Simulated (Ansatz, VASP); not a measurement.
# Cross-check of Ta (Ta(321) slab) between VASP and Ansatz, part 2 of 2

One calculation is typed for both programs; each brings its own data sets. How far apart do they land? The cell is taken from a series of runs on this material, whose earlier steps may have relaxed, scaled, displaced or heated it; both programs get it as it stands.

VASP 6.6.1 and Ansatz 0.2.0.

So far: The starting structure; Ansatz: single point, r2SCAN.

## 3. VASP: single point, r2SCAN

Level of this step: r2SCAN; plane waves and PAW (Ta_pv) (VASP).

The same cell, functional, mesh and smearing now go to VASP, with its own data sets.

Lines of VASP's logs that name or quote its potential files are left out, and so is its time.

INCAR

```
SYSTEM = Ta
PREC = Accurate
ENCUT = 440
EDIFF = 1E-06
NELM = 120
ISMEAR = -1
SIGMA = 0.1
LREAL = .FALSE.
ALGO = Normal
METAGGA = R2SCAN
LASPH = .TRUE.
NBANDS = 191
LORBIT = 11
LWAVE = .FALSE.
LCHARG = .FALSE.
ISIF = 2
GGA_COMPAT = .FALSE.
LMIXTAU = .TRUE.
```

POSCAR

```
Ta
1.0
    5.7504100000      0.0000000000      0.0000000000
    1.9168000000      7.1720200000      0.0000000000
    0.0000000000      0.0000000000     27.4223000000
Ta
30
Direct
    0.4479600000      0.7199200000      0.2815000000
    0.1492500000      0.0613400000      0.3077900000
    0.3552400000      0.4272300000      0.3371800000
    0.0784100000      0.7848300000      0.3724900000
    0.2876600000      0.1442800000      0.4019400000
    0.0018900000      0.4974700000      0.4354400000
    0.2161900000      0.8574600000      0.4677300000
    0.4285700000      0.2142900000      0.5000000000
    0.1409600000      0.5711100000      0.5322700000
    0.3552500000      0.9311000000      0.5645600000
    0.0694800000      0.2842900000      0.5980600000
    0.2787300000      0.6437500000      0.6275100000
    0.0019100000      0.0013400000      0.6628200000
    0.2078900000      0.3672300000      0.6922100000
    0.4091900000      0.7086600000      0.7185000000
    0.9479600000      0.7199200000      0.2815000000
    0.6492500000      0.0613400000      0.3077900000
    0.8552400000      0.4272300000      0.3371800000
    0.5784100000      0.7848300000      0.3724900000
    0.7876600000      0.1442800000      0.4019400000
    0.5018900000      0.4974700000      0.4354400000
    0.7161900000      0.8574600000      0.4677300000
    0.9285700000      0.2142900000      0.5000000000
    0.6409600000      0.5711100000      0.5322700000
    0.8552500000      0.9311000000      0.5645600000
    0.5694800000      0.2842900000      0.5980600000
    0.7787300000      0.6437500000      0.6275100000
    0.5019100000      0.0013400000      0.6628200000
    0.7078900000      0.3672300000      0.6922100000
    0.9091900000      0.7086600000      0.7185000000
```

KPOINTS

```
Automatic mesh
0
Gamma
6 5 1
0 0 0
```

The projector-augmented-wave data sets are Ta_pv (PBE family, release 64).

Launch:

```bash
$ export OMP_NUM_THREADS=3
$ mpirun -np 1 vasp_std
```

Numbers of over 12 decimals in the logs are rounded to 6 here.

Output:

```text
[banner, memory and clock lines left out]
running    1 mpi-ranks, on    1 nodes
 distrk:  each k-point on    1 cores,    1 groups
 distr:  one band on    1 cores,    1 groups
 Offloading initialized ...    1 GPUs detected
 POSCAR found type information on POSCAR Ta
 POSCAR found :  1 types and      30 ions
|                                                                             |
|               ----> ADVICE to this user running VASP <----                  |
|                                                                             |
|     You have a (more or less) 'large supercell' and for larger cells it     |
|     might be more efficient to use real-space projection operators.         |
|     Therefore, try LREAL= Auto in the INCAR file.                           |
|     Mind: For very accurate calculation, you might also keep the            |
|     reciprocal projection scheme (i.e. LREAL=.FALSE.).                      |
|                                                                             |

|                                                                             |
|               ----> ADVICE to this user running VASP <----                  |
|                                                                             |
|     You enforced a specific xc type in the INCAR file but a different       |
|     [... a line on the potential file left out ...]
|     I HOPE YOU KNOW WHAT YOU ARE DOING!                                     |
|                                                                             |

 LDA part: xc-table for (None), standard interpolation
 POSCAR, INCAR and KPOINTS ok, starting setup
 FFT: planning ... GRIDC
 FFT: planning ... GRID_SOFT
 FFT: planning ... GRID
 WAVECAR not read
 entering main loop
       N       E                     dE             d eps       ncg     rms          rms(c)
DAV:   1     0.187646022348E+04    0.18765E+04   -0.17833E+05  7800   0.144E+03
DAV:   2    -0.138744092850E+04   -0.32639E+04   -0.32030E+04  6872   0.429E+02
DAV:   3    -0.154945073114E+04   -0.16201E+03   -0.15364E+03  8104   0.786E+01
DAV:   4    -0.155740717194E+04   -0.79564E+01   -0.76458E+01  7928   0.147E+01
DAV:   5    -0.155782540986E+04   -0.41824E+00   -0.41301E+00  8144   0.284E+00    0.757E+01
DAV:   6    -0.155267041901E+04    0.51550E+01   -0.44099E+02  8896   0.725E+01    0.465E+01
DAV:   7    -0.154148414844E+04    0.11186E+02   -0.15152E+03  8759   0.621E+01    0.450E+01
DAV:   8    -0.145771392492E+04    0.83770E+02   -0.35389E+02  7976   0.286E+01    0.194E+01
DAV:   9    -0.144341094999E+04    0.14303E+02   -0.76399E+01  8192   0.159E+01    0.990E+00
DAV:  10    -0.144562385864E+04   -0.22129E+01   -0.17051E+01  7832   0.115E+01    0.938E+00
DAV:  11    -0.144454377734E+04    0.10801E+01   -0.79476E+00  7368   0.961E+00    0.800E+00
DAV:  12    -0.144430407622E+04    0.23970E+00   -0.19853E+00  7840   0.507E+00    0.678E+00
DAV:  13    -0.144373770432E+04    0.56637E+00   -0.69905E-01  7248   0.231E+00    0.450E+00
DAV:  14    -0.144340560183E+04    0.33210E+00   -0.11377E+00  7760   0.325E+00    0.193E+00
[...]
DAV:  29    -0.144347467776E+04   -0.11300E-03   -0.68186E-06  5264   0.695E-03    0.321E-03
DAV:  30    -0.144347480733E+04   -0.12957E-03   -0.66019E-06  4832   0.572E-03    0.241E-03
DAV:  31    -0.144347487325E+04   -0.65917E-04   -0.39156E-06  4848   0.482E-03    0.171E-03
DAV:  32    -0.144347490098E+04   -0.27731E-04   -0.16830E-06  4376   0.376E-03    0.114E-03
DAV:  33    -0.144347492206E+04   -0.21085E-04   -0.20562E-06  4512   0.377E-03    0.584E-04
DAV:  34    -0.144347493112E+04   -0.90544E-05   -0.14502E-06  4304   0.309E-03    0.315E-04
DAV:  35    -0.144347493299E+04   -0.18782E-05   -0.51932E-07  3968   0.193E-03    0.202E-04
DAV:  36    -0.144347493371E+04   -0.71665E-06   -0.41957E-07  3928   0.168E-03
   1 F= -.14434749E+04 E0= -.14428348E+04  d E =-.128020E+01
```

Parts of OUTCAR (step 3):

```text
ion  position               nearest neighbor table
   1  0.448  0.720  0.282-  19 2.68   2 2.77   3 2.82  16 2.88  16 2.88  17 3.13  18 3.15   4 3.23

  LATTYP: Found a simple monoclinic cell.
 ALAT       =     5.7504100000
 B/A-ratio  =     4.7687556192
 C/A-ratio  =     1.2909940721
 COS(beta)  =    -0.2581985161

 Subroutine GETGRP returns: Found  1 space group operations
 (whereof  1 operations were pure point group operations)

The static configuration has the point symmetry C_1 .

 Found     16 irreducible k-points:

   k-points           NKPTS =     16   k-points in BZ     NKDIM =     16   number of bands    NBANDS=    191

   dimension x,y,z NGX =    40 NGY =   54 NGZ =  192
   dimension x,y,z NGXF=    80 NGYF=  108 NGZF=  384

   ENCUT  =  440.0 eV  32.34 Ry    5.69 a.u.   9.84 12.70 46.90*2*pi/ulx,y,z

   NELECT =     330.0000    total number of electrons

 k-points in reciprocal lattice and weights: Automatic mesh
   0.00000000  0.00000000  0.00000000       0.033
   0.16666667  0.00000000  0.00000000       0.067
   0.33333333  0.00000000  0.00000000       0.067
   0.50000000  0.00000000  0.00000000       0.033
   0.00000000  0.20000000  0.00000000       0.067
   0.16666667  0.20000000  0.00000000       0.067
   0.33333333  0.20000000  0.00000000       0.067
   0.50000000  0.20000000  0.00000000       0.067
  -0.33333333  0.20000000  0.00000000       0.067
[...]
-0.33333333  0.40000000  0.00000000       0.067
  -0.16666667  0.40000000  0.00000000       0.067

 average (electrostatic) potential at core
       1 -47.5661       2 -47.4855       3 -47.3001       4 -46.9253       5 -47.0525
       6 -47.0360       7 -46.9954       8 -46.9960       9 -46.9954      10 -47.0360
      11 -47.0525      12 -46.9253      13 -47.3001      14 -47.4856      15 -47.5661
      16 -47.5661      17 -47.4855      18 -47.3001      19 -46.9253      20 -47.0525
      21 -47.0360      22 -46.9954      23 -46.9960      24 -46.9954      25 -47.0360
      26 -47.0525      27 -46.9253      28 -47.3001      29 -47.4856      30 -47.5661

 E-fermi :   0.5257

 k-point     1 :       0.0000    0.0000    0.0000
  band No.  band energies     occupation
    ...
    162       0.3089      1.79465
    163       0.3958      1.57126
    164       0.4071      1.53200
    165       0.4584      1.32427
    166       0.5972      0.65679
    167       0.6998      0.29821
    168       0.7990      0.12212
    169       0.8439      0.07971
    170       0.8605      0.06787
    171       0.9334      0.03335
    ...

 k-point     2 :       0.1667    0.0000    0.0000
  band No.  band energies     occupation
    ...
    163       0.3685      1.65608
    164       0.5149      1.05364
    165       0.5463      0.89715
    166       0.5560      0.84928
    167       0.6111      0.59704
    168       0.7146      0.26265
    169       0.7296      0.23024
    170       0.9047      0.04418
    171       0.9488      0.02866
    172       1.0179      0.01446
    ...

 k-point     3 :       0.3333    0.0000    0.0000
  band No.  band energies     occupation
    ...
    163       0.3647      1.66687
    164       0.4035      1.54456
    165       0.4529      1.34868
    166       0.5765      0.75130
    167       0.5905      0.68669
    168       0.7160      0.25940
    169       0.7261      0.23756
    170       0.7752      0.15241
    171       0.7859      0.13799
    172       0.8345      0.08721
    ...

  Total      -19.3518765    -20.6325678     -6.2981922      0.8448705      0.0313902      0.2982699
  in kB      -27.4150781    -29.2293854     -8.9224128      1.1968964      0.0444694      0.4225477
  external PRESSURE =     -21.8556254 kB  Pullay stress =       0.0000000 kB

  energy-cutoff  :      440.00
  volume of cell :     1130.95
      direct lattice vectors                 reciprocal lattice vectors
     5.750410000  0.000000000  0.000000000     0.173900644 -0.046476830  0.000000000
     1.916800000  7.172020000  0.000000000     0.000000000  0.139430732  0.000000000
     0.000000000  0.000000000 27.422300000     0.000000000  0.000000000  0.036466671

 POSITION                                       TOTAL-FORCE (eV/Angst)
 -----------------------------------------------------------------------------------
      3.95590      5.16328      7.71938        -0.008110      0.044442      0.159143
      0.97583      0.43993      8.44031         0.008842     -0.053884      0.093076
      2.86169      3.06410      9.24625        -0.005445     -0.000832      0.066680
      1.95525      5.62882     10.21453        -0.025850     -0.002055     -0.051945
      1.93072      1.03478     11.02212         0.017305     -0.006343     -0.009669
      0.96442      3.56786     11.94077        -0.000262      0.017244      0.020090
      2.88676      6.14972     12.82623        -0.003852      0.010376     -0.052916
      2.87520      1.53689     13.71115         0.000192     -0.000166      0.000063
      1.90528      4.09601     14.59607         0.003786     -0.010451      0.052887
      3.82757      6.67787     15.48153         0.000814     -0.017261     -0.020182
      0.94447      2.03893     16.40018        -0.017413      0.006401      0.009798
      2.83675      4.61699     17.20777         0.026444      0.001128      0.052194
      0.01355      0.00961     18.17605         0.005249      0.001823     -0.066710
      1.89936      2.63378     18.98199        -0.009151      0.054098     -0.093186
      3.71137      5.08252     19.70292         0.007453     -0.044520     -0.159324
      6.83110      5.16328      7.71938        -0.008110      0.044442      0.159143
      3.85103      0.43993      8.44031         0.008842     -0.053884      0.093076
      5.73690      3.06410      9.24625        -0.005445     -0.000832      0.066680
      4.83046      5.62882     10.21453        -0.025850     -0.002055     -0.051945
      4.80592      1.03478     11.02212         0.017305     -0.006343     -0.009669
      3.83962      3.56786     11.94077        -0.000262      0.017244      0.020090
      5.76197      6.14972     12.82623        -0.003852      0.010376     -0.052916
      5.75041      1.53689     13.71115         0.000192     -0.000166      0.000063
      4.78049      4.09601     14.59607         0.003786     -0.010451      0.052887
      6.70277      6.67787     15.48153         0.000814     -0.017261     -0.020182
      3.81967      2.03893     16.40018        -0.017413      0.006401      0.009798
      5.71196      4.61699     17.20777         0.026444      0.001128      0.052194
      2.88876      0.00961     18.17605         0.005249      0.001823     -0.066710
      4.77456      2.63378     18.98199        -0.009151      0.054098     -0.093186
      6.58657      5.08252     19.70292         0.007453     -0.044520     -0.159324
 -----------------------------------------------------------------------------------
    total drift:                                0.001611     -0.003219      0.000145

  FREE ENERGIE OF THE ION-ELECTRON SYSTEM (eV)
  ---------------------------------------------------
  free  energy   TOTEN  =     -1443.4749337106 eV

  energy  without entropy=    -1442.1947310162  energy(sigma->0) =    -1442.83483236

 total charge
# of ion       s       p       d       tot
------------------------------------------
    1        0.411   6.069   2.437   8.916
    2        0.390   6.109   2.379   8.878
    3        0.381   6.147   2.342   8.870
    4        0.384   6.191   2.410   8.985
    5        0.379   6.183   2.357   8.920
    6        0.379   6.183   2.349   8.911
    7        0.378   6.184   2.351   8.914
    8        0.378   6.182   2.350   8.910
    9        0.378   6.184   2.351   8.914
   10        0.379   6.183   2.349   8.911
   11        0.379   6.183   2.357   8.920
   12        0.384   6.191   2.410   8.985
   13        0.381   6.147   2.342   8.870
   14        0.390   6.109   2.379   8.878
   15        0.411   6.069   2.437   8.916
   16        0.411   6.069   2.437   8.916
   17        0.390   6.109   2.379   8.878
   18        0.381   6.147   2.342   8.870
   19        0.384   6.191   2.410   8.985
   20        0.379   6.183   2.357   8.920
   21        0.379   6.183   2.349   8.911
   22        0.378   6.184   2.351   8.914
   23        0.378   6.182   2.350   8.910
   24        0.378   6.184   2.351   8.914
   25        0.379   6.183   2.349   8.911
   26        0.379   6.183   2.357   8.920
   27        0.384   6.191   2.410   8.985
   28        0.381   6.147   2.342   8.870
   29        0.390   6.109   2.379   8.878
   30        0.411   6.069   2.437   8.916
--------------------------------------------------
tot         11.562 184.628  71.200 267.390

[... 3 further parts left out ...]
```

## 4. Comparison

Known differences besides the potentials themselves: VASP keeps PBE cores, Ansatz makes them for the functional; the data sets hold 390 valence electrons in Ansatz (on its default PAW (the set named soft_2) files) and 330 in VASP; the cutoff is 500 eV in Ansatz and 440 eV in VASP. Total energies have different zeros and are not compared.

Forces on 7 of the 30 atoms, those with the largest forces and the largest differences (eV/Å; atoms numbered as in POSCAR):

| atom | Ansatz x, y, z | VASP x, y, z |
| --- | --- | --- |
| Ta1 | -0.012, 0.050, 0.190 | -0.008, 0.044, 0.159 |
| Ta14 | -0.010, 0.060, -0.118 | -0.009, 0.054, -0.093 |
| Ta15 | 0.012, -0.050, -0.190 | 0.007, -0.045, -0.159 |
| Ta16 | -0.012, 0.050, 0.190 | -0.008, 0.044, 0.159 |
| Ta17 | 0.010, -0.060, 0.118 | 0.009, -0.054, 0.093 |
| Ta29 | -0.010, 0.060, -0.118 | -0.009, 0.054, -0.093 |
| Ta30 | 0.012, -0.050, -0.190 | 0.007, -0.045, -0.159 |

The forces differ by 9.9 meV/Å r.m.s., which is 20.8 % of the r.m.s. force of 0.048 eV/Å (both taken over all components). With vacuum in the cell, a pressure given here is an average over mostly empty space and none of the material.

## 5. What came out

| Quantity | Value |
| --- | --- |
| r.m.s. force difference (single point, r2SCAN) | 9.9 meV/Å |

In words: The r.m.s. force difference is 9.9 meV/Å (single point, r2SCAN), within the 12 meV/Å picked in this series as the mark of a large difference. The data sets hold unlike numbers of valence electrons (390 in Ansatz and 330 in VASP), so part of the differences comes from the potentials. How closely two codes agree says nothing of how well the functional describes the real material.

[Lines on the potential files, build, host, timing and source positions are cut from VASP's logs without a mark.]

[Logs are printed without paths, hosts, clocks, repeated set-up lines and the standing remarks that a program may print on its own settings, such as how far it seeks lower states.]

[Hosts, paths, dates, database ids (printed as entryN), source tags and the programs' standing remarks are cut or masked in the printed files.]
